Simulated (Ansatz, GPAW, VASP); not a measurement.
**VWC2: programs and potentials compared**

```
W V C
1.0
     1.51704    0.87586    4.93389
    -1.51704    0.87586    4.93389
     0.00000   -1.75173    4.93389
W V C
1 1 2
Direct
  0.00000 0.00000 0.00000
  0.50000 0.50000 0.50000
  0.24649 0.24649 0.24649
  0.75351 0.75351 0.75351
```

The cell comes from a database or a generator and needn't be the stable form of this composition.

Alike in all runs: task single point; functional PBE; k mesh 10 × 10 × 10; occupations fermi-dirac, width 0.05 eV; collinear spin, ferromagnetic start; no spin-orbit coupling. Pressure is positive in compression and, in plane waves, holds the error of the finite cutoff, which Ansatz's Pulay term estimates and takes out.

```csv
program and potentials,plane-wave cutoff (eV),notes,pressure (GPa),net moment per atom (μB),largest force (eV/Å)
"Ansatz, Ansatz PAW",420,Pulay term of +0.35 GPa included,-1.99,0.00,0.094
"VASP, PBE PAW files C, V_sv, W_sv, 520 eV",520,-,?,?,?
"GPAW, GPAW PAW data sets (gpaw-data 1.2.1)",800,-,-0.99,0.00,0.190
```

Task: Estimate from the other rows what the run with VASP, PBE PAW files C, V_sv, W_sv, 520 eV gave.

Result: Pressure -1.26 GPa; net moment per atom 0.00 μB; largest force 0.082 eV/Å. The other rows, which needn't bracket it: pressure -1.99 to -0.99; net moment per atom 0.00; largest force 0.094 to 0.190.
